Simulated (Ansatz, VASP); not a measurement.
**HfSi2P4 (HfSi2P4 bilayer, AB) in two plane-wave programs**

Aim: how closely do two programs agree when they are given the same cell, functional and k mesh? Of the first pair: The structure shown is the start of the Ansatz relaxation below; VASP solves that cell, so the two are compared at the walk's first step.

Program: Ansatz 0.2.0. Level of theory: plane waves, with VASP 6.6.1 beside it; single point at PBE with D3(BJ). Results are calculated unless marked as measured.

### 1. Set-up

The cell holds 14 atoms: 8 P, 4 Si and 2 Hf. Cell: a = 3.480 Å, b = 3.480 Å, c = 72.975 Å, α = 90.0°, β = 90.0°, γ = 120.0°. Vacuum lies along c.

### 2. Ansatz: relaxation, PBE with D3(BJ)

Ansatz runs on its default PAW (the set named soft_2) files.

The two programs are compared at the cell with which this relaxation starts, whose forces are those of its first step.

File input.yaml:

```yaml
crystal:
  lattice:
    - [3.48, 0.0, 0.0]
    - [-1.74, 3.0137684052, 0.0]
    - [0.0, 0.0, 72.9750581169]
  atoms:
    - { symbol: P, position: [0.0, 0.0, 0.3562861157] }
    - { symbol: Si, position: [0.3333333333, 0.6666666667, 0.3651170472] }
    - { symbol: P, position: [0.3333333333, 0.6666666667, 0.3940310359] }
    - { symbol: Hf, position: [0.0, 0.0, 0.4171804082] }
    - { symbol: P, position: [0.3333333333, 0.6666666667, 0.4403297805] }
    - { symbol: Si, position: [0.3333333333, 0.6666666667, 0.4692437691] }
    - { symbol: P, position: [0.0, 0.0, 0.4780747006] }
    - { symbol: P, position: [0.3333333333, 0.6666666667, 0.5219252994] }
    - { symbol: Si, position: [0.6666666667, 0.3333333333, 0.5307562309] }
    - { symbol: P, position: [0.6666666667, 0.3333333333, 0.5596702195] }
    - { symbol: Hf, position: [0.3333333333, 0.6666666667, 0.5828195918] }
    - { symbol: P, position: [0.6666666667, 0.3333333333, 0.6059689641] }
    - { symbol: Si, position: [0.6666666667, 0.3333333333, 0.6348829528] }
    - { symbol: P, position: [0.3333333333, 0.6666666667, 0.6437138843] }
  periodic: [true, true, false]
kpoints:
  mp_grid: { grid: [12, 12, 1] }
hamiltonian:
  xc: pbe
  dispersion: d3bj
scf:
  occupations: { method: fermi_dirac, width: 0.05 }
  convergence: { dr2_threshold: 1.0e-09 }
relax:
  f_tol: 0.004
  max_steps: 90
  cell: {}
output:
  write_potential: true
  write_density: true
  volumetric_format: npy
```

Started as:

```console
> ansatz run input.yaml --threads 4 --pin off --max-ram 12288MiB --backend cpu --events-out ev --progress --plain --runs-dir out
```

Numbers of over 12 decimals in the logs are rounded to 6 here.

Output:

```text
Warning: relax.cell: scf.convergence.dr2_threshold = 1e-9 eV is looser than the 1.45916288961e-10 eV advised for a relaxation that steers and ends on the stress (1e-10 eV for each atom of the cell: 14, times the square of relax.cell.stress_2d_tol = 0.05 N/m over 31.0 Å (the atoms' height at the walk's start and 5 Å past either face), 1.614e-2 GPa, over a crystal's default 0.05). What an SCF threshold leaves in a stress goes as its square root, and in the free energy as the threshold itself, and one threshold admits the most on a small cell: [figures from the program's tests cut] Set scf.convergence.dr2_threshold to 1.45916288961e-10 eV or tighter. [rest of the remark cut]
Engine: ansatz 0.2.0, x86_64-unknown-linux-gnu
Pseudopotentials: kind: paw
Pseudopotential: P, paw, valence charge 5, recommended cutoff 420 eV (normal), P.paw.azcp
Pseudopotential: Si, paw, valence charge 4, recommended cutoff 420 eV (normal), Si.paw.azcp
Pseudopotential: Hf, paw, valence charge 26, recommended cutoff 420 eV (normal), Hf.paw.azcp
Functional definition: PBE
  parameter kappa = 0.804
  parameter beta = 0.066725
  exchange = pbe_x(kappa = kappa, mu = beta*pi^2/3)
  correlation = pbe_c(beta = beta)
Crystal: 14 atoms, lattice volume = 765.356 Å³
Basis set: ecut = 420 eV, 14913 PW (Γ), exchange–correlation on 48×48×1000 points (8 copies of the dense FFT grid, shifted against one another)
Bands: 68, of which v1, the nominal top of the filled ones, is band 54 counted from 1 (53 counted from 0)
Symmetry: 6 space group operations
Space group: P3m1 (ITA 156), of the structure as read, at distance tolerance 9.1e-5 Å
k-points: 19 of 144 (time reversal used)
Non-local potential: P, projectors of the file, l = 0: 2, l = 1: 2, l = 2: 2
Non-local potential: Si, projectors of the file, l = 0: 2, l = 1: 2, l = 2: 2
Non-local potential: Hf, projectors of the file, l = 0: 3, l = 1: 2, l = 2: 2, l = 3: 3
PAW form: soft (Blöchl's): semilocal exchange-correlation on the pseudo side does not see the compensation charge
PAW one-centre angular grid: P, 110 points (default); XC on 64 Gauss nodes
PAW one-centre angular grid: Si, 110 points (default); XC on 64 Gauss nodes
PAW one-centre angular grid: Hf, 590 points (default); XC on 64 Gauss nodes
Initial density: superposition of atomic densities (neutral atoms: chi_scale 0, normalization atom), corrected by the library's trained network
Initial wavefunctions: pseudopotential atomic-orbital guess
Functional: x = pbe(κ = 0.804, μ = 0.219515), c = pbe(β = 0.066725)
SCF iter   1: F=—  HF=-40037.502663 eV  |F-HF|=—  |Δ(HF+E_count)|=         —  Δρ=3.40e-3  dr2=1.08e0  ethr=1.77e-3  ⟨swp⟩=13.0  Hψ=9747  notcnv=0  defer=46
preconditioner: auto → LDOS  [metal: Δε(μ)=0.014 eV  Ē_g=10.159 eV  σ=0.050 eV  W_gap=0.07  n_scr=44 (ndim 8)  ℏωp=12.9 eV  f_vac=0.658  D(μ)=4.03/eV (n_scr^D=22)  β→1.0]
SCF iter   2: F=—  HF=-40037.565355 eV  |F-HF|=—  |Δ(HF+E_count)|=   6.27e-2  Δρ=4.08e-3  dr2=2.66e0  ethr=9.96e-4  ⟨swp⟩=4.6  Hψ=2402  notcnv=0  defer=107  recentre
SCF iter   3: F=—  HF=-40037.412542 eV  |F-HF|=—  |Δ(HF+E_count)|=   1.53e-1  Δρ=1.13e-3  dr2=1.18e-1  ethr=9.96e-4  ⟨swp⟩=4.1  Hψ=1914  notcnv=0  defer=107
SCF iter   4: F=—  HF=-40037.403046 eV  |F-HF|=—  |Δ(HF+E_count)|=   9.50e-3  Δρ=4.19e-4  dr2=6.98e-3  ethr=1.10e-4  ⟨swp⟩=3.2  Hψ=2209  notcnv=0  defer=97
SCF iter   5: F=—  HF=-40037.402615 eV  |F-HF|=—  |Δ(HF+E_count)|=   4.31e-4  Δρ=1.85e-4  dr2=2.07e-3  ethr=6.46e-6  ⟨swp⟩=3.1  Hψ=2482  notcnv=0  defer=97
SCF iter   6: F=—  HF=-40037.402549 eV  |F-HF|=—  |Δ(HF+E_count)|=   6.65e-5  Δρ=1.07e-4  dr2=9.59e-4  ethr=1.92e-6  ⟨swp⟩=2.3  Hψ=2108  notcnv=0  defer=97
SCF iter   7: F=—  HF=-40037.402480 eV  |F-HF|=—  |Δ(HF+E_count)|=   6.82e-5  Δρ=3.35e-5  dr2=7.83e-5  ethr=8.88e-7  ⟨swp⟩=3.1  Hψ=2152  notcnv=0  defer=97
SCF iter   8: F=—  HF=-40037.402302 eV  |F-HF|=—  |Δ(HF+E_count)|=   1.78e-4  Δρ=1.45e-5  dr2=4.78e-6  ethr=7.25e-8  ⟨swp⟩=3.0  Hψ=2297  notcnv=0  defer=97
SCF iter   9: F=—  HF=-40037.402649 eV  |F-HF|=—  |Δ(HF+E_count)|=   3.46e-4  Δρ=7.32e-6  dr2=2.94e-6  ethr=4.43e-9  ⟨swp⟩=3.1  Hψ=2816  notcnv=0  defer=97
SCF iter  10: F=—  HF=-40037.402648 eV  |F-HF|=—  |Δ(HF+E_count)|=   1.16e-7  Δρ=2.83e-6  dr2=3.26e-7  ethr=2.73e-9  ⟨swp⟩=2.5  Hψ=2087  notcnv=0  defer=97
SCF iter  11: F=—  HF=-40037.402648 eV  |F-HF|=—  |Δ(HF+E_count)|=   3.66e-8  Δρ=7.56e-7  dr2=1.03e-8  ethr=3.01e-10  ⟨swp⟩=3.1  Hψ=2480  notcnv=0  defer=97
[...]
WARN: The output density's exchange-correlation potential varies sharply where the density is thin. Do not read a vacuum level from v_tot or v_xc, or from such a field of the output density. On a cell that repeats whose density bears no net charge and no dipole along the vacuum's axis use v_es (v_loc + v_h of the components); under efield.dipole_correction with no amplitude use v_es + v_field, which holds any externa [...]
SCF converged after 6 iterations
Free energy (F): -40041.180667 eV
Harris-Foulkes:  -40041.180667 eV  (|F-HF|=8.78e-8)
Internal energy: -40041.163678 eV  (E = F + TS)
E sigma→0 (E₀):  -40041.172173 eV
Entropy (-TS):   -0.016989 eV (-1.214 meV/atom)
Fermi energy:    -5.530186 eV
--- Per-component energies (eV) ---
  E_band       = -1851.934582
  E_kinetic    = 1577.938537
  E_local      = -1019402.930241  (includes V_loc(G=0)·N_el)
  E_nonlocal   = -2113.422293
  E_hartree    = 508260.056111
  E_xc         = -1315.571415
  E_vxc        = -1209.105815  (∫ρ·V_xc dr)
  E_paw        = -20461.367205  (= ΣΔE_a)
  E_vpaw       = 2775.476637  (= ΣTr[D̂ρ^β])
  E_aug_tail   = 0.000047  (compensation charges beyond the density's cutoff)
  E_ewald      = 493418.934206
  E_disp       = -4.801427  (pairwise vdW)
  E_smearing   = -0.016989  (= −TS)
  E_closure    = -0.000000  (closes the sum)
  Σ components = -40041.180667   (vs F -40041.180667, Δ=0.00e0)
--- Forces (eV/Å), atoms counted from 1 ---
  atom   1  P      0.00000000     0.00000000    -0.00000954
  atom   2  Si    -0.00000000    -0.00000000     0.00060285
  atom   3  P     -0.00000000     0.00000000     0.00033191
  atom   4  Hf     0.00000000     0.00000000    -0.00068234
  atom   5  P     -0.00000000     0.00000000     0.00038873
  atom   6  Si     0.00000000    -0.00000000    -0.00004998
  atom   7  P      0.00000000     0.00000000     0.00013997
  atom   8  P      0.00000000     0.00000000    -0.00017113
  atom   9  Si     0.00000000    -0.00000000     0.00017695
  atom  10  P     -0.00000000     0.00000000    -0.00007642
  atom  11  Hf     0.00000000     0.00000000    -0.00004318
  atom  12  P     -0.00000000     0.00000000    -0.00019997
  atom  13  Si    -0.00000000    -0.00000000    -0.00037471
  atom  14  P     -0.00000000     0.00000000    -0.00003274
  max |Σ_I F_I| component: 4.08e-7 eV/Å
--- 2D stress c σ (N/m, compression-positive) ---
        0.005427      -0.000000      -0.000000
       -0.000000       0.005427      -0.000000
       -0.000000      -0.000000       0.000000
  P = ½ c Tr σ = 0.0054 N/m
--- Band table (eV; the first three rows and the last of 19) ---
  k-point 0: bands = [... 50 lower, -5.4657, -5.4657, -5.4546, -5.4546, -4.7538, -4.3858, -3.2158, -3.0484, ... 10 higher]
  k-point 1: bands = [... 50 lower, -5.6722, -5.6610, -5.6048, -5.5927, -4.6576, -4.4202, -2.9548, -2.8811, ... 10 higher]
  k-point 2: bands = [... 50 lower, -6.1847, -5.9523, -5.9382, -5.9242, -4.7287, -4.6850, -3.3157, -3.1949, ... 10 higher]
  k-point 18: bands = [... 50 lower, -6.9620, -6.9373, -6.1056, -6.0955, -4.1232, -4.0606, -3.4722, -3.1348, ... 10 higher]
  the weakly bound empty levels are not read free of the cell's end (no_gap_told)
--- Relaxed structure (8 steps of the walk, 8 accepted, 2 SCFs on fresh bases) ---
  F+E_penalty+E_count = -40041.18066731 eV   max|allowed force component| = 6.824e-4 eV/Å   (the final SCF, on the basis selected at the relaxed cell)
  cell:  # Å, volume = 812.9857 Å³
    - [3.586649, 0.0, 0]
    - [-1.793325, 3.106129, 0]
    - [0, 0, 72.9750581169]
  atoms:
    - { symbol: P, position: [3.362838032243408e-17, -7.552537548908512e-19, 0.350703] }
    - { symbol: Si, position: [0.333333, 0.666667, 0.364122] }
    - { symbol: P, position: [0.333333, 0.666667, 0.394671] }
    - { symbol: Hf, position: [3.9871620898590464e-17, -7.552537548908611e-19, 0.415620] }
    - { symbol: P, position: [0.333333, 0.666667, 0.436496] }
    - { symbol: Si, position: [0.333333, 0.666667, 0.466985] }
    - { symbol: P, position: [4.587541545339817e-17, -7.552537548908481e-19, 0.480382] }
    - { symbol: P, position: [0.333333, 0.666667, 0.519591] }
    - { symbol: Si, position: [0.666667, 0.333333, 0.532955] }
    - { symbol: P, position: [0.666667, 0.333333, 0.563499] }
    - { symbol: Hf, position: [0.333333, 0.666667, 0.584422] }
    - { symbol: P, position: [0.666667, 0.333333, 0.605347] }
    - { symbol: Si, position: [0.666667, 0.333333, 0.635894] }
    - { symbol: P, position: [0.333333, 0.666667, 0.649314] }
```

Reading the cycles: dr2 is the Hartree energy of the density residual (eV), the measure of convergence; HF is the Harris–Foulkes estimate of the energy, which meets the free energy F at convergence.

(Part 1 of 3 ends here.)

[Lines on the potential files, build, host, timing and source positions are cut from VASP's logs without a mark.]

[Logs are printed without paths, hosts, clocks, repeated set-up lines and the standing remarks that a program may print on its own settings, such as how far it seeks lower states.]

[Hosts, paths, dates, database ids (printed as entryN), source tags and the programs' standing remarks are cut or masked in the printed files.]
